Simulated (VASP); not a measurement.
**Bulk modulus of diamond and zinc-blende semiconductors: HSE06 against PBE**

VASP (plane waves, PAW); cells keep the symmetry of their structure type. Static lattice, from a third-order Birch-Murnaghan fit over five volumes at each level.

Here x stands for PBE B0 and y for HSE06 B0.

| solid | PBE B0 (GPa) | HSE06 B0 (GPa) | cut-off (eV) |
|---|---|---|---|
| CdTe | 35.1 | 39.8 | 520 |
| InP | 59.4 | 69.3 | 520 |
| GaAs | 59.6 | 72.7 | 520 |
| ZnS | 69.3 | 76.5 | 520 |
| Si | 89.0 | 99.2 | 520 |
| BeS | 92.8 | 98.9 | 520 |
| BAs | 131.9 | 147.0 | 520 |
| SiC | 212.2 | 232.6 | 520 |
| C | 433.7 | ? | 520 |

Question: Using a straight line, estimate the missing y at x = 433.7 from the other rows, showing the fit.

Answer: With u = x - 94, the rows have u = -58.90, -34.60, -34.40, -24.70, -5.00, -1.20, 37.90, 118.20. Means: u -0.33750, y 104.50. About the means, the sum of products is 23600 and the sum of squares of u is 21893; the slope is their ratio. Least squares gives y = 104.86 + 1.07795·u. Residuals (row less fit): -1.57, 1.74, 4.92, -1.73, -0.27, -4.67, 1.29, 0.33; standard error 3.06 (degrees of freedom: 6). The slope is 1.08 with a standard error of 0.021. At the withheld row, u = 339.70, so y = 104.86 + 1.07795 × 339.70 = 471.04 GPa. The calculation gives 470.2 GPa, 0.84 GPa below the prediction (0.2 % of the range of y in the table). The row lies outside the fitted rows, so this is an extrapolation. From the scatter of the fitted rows alone, a prediction at this place has a standard error of 7.75 GPa, so the miss is 0.1 times that.

The rows are a random draw from the solids of this series computed here; series whose standard error about the line passes 12 to 30 % of the range of y, or with no trend, aren't shown in this form.
